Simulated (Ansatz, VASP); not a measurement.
## NiPt in VASP and in Ansatz

```xyz
2
Lattice="2.7456 0.0000 0.0000 0.0000 2.7456 0.0000 0.0000 0.0000 3.6254" Properties=species:S:1:pos:R:3 pbc="T T T"
Ni    1.3728    1.3728    1.8127
Pt    0.0000    0.0000    0.0000
```

Change from the starting cell: volume scaled by 1.04, no spin polarisation, PAW files.

Alike in both runs: task single point; functional LDA; k mesh 11 × 11 × 8; occupations fermi-dirac, width 0.1 eV; no spin polarisation.

|  | VASP | Ansatz |
| --- | --- | --- |
| version | VASP 6.6.1 | Ansatz 0.2.0 |
| potentials or method | VASP PAW LDA potentials, release 64 (Ni, Pt) | PAW with Ansatz's default frozen-core files, scalar-relativistic |
| plane-wave cutoff (eV) | 520 | 420 |
| valence electrons in the cell | 20 | 36 |

```tsv
	VASP	Ansatz	Ansatz less VASP
pressure (GPa)	-19.8	-20.4	-0.58
largest component of the traceless stress (GPa)	0.86	0.94	+0.079
```

The two sets of potentials don't hold the same shells in valence.

Caveats: so large a pressure means that the cell lies far from this level's equilibrium, or that cutoff or potentials fall short (VASP). Spin polarisation is off, so any magnetic state and its effect on volume and gap are missing. Spin-orbit coupling is left out, which matters for the levels of Pt.
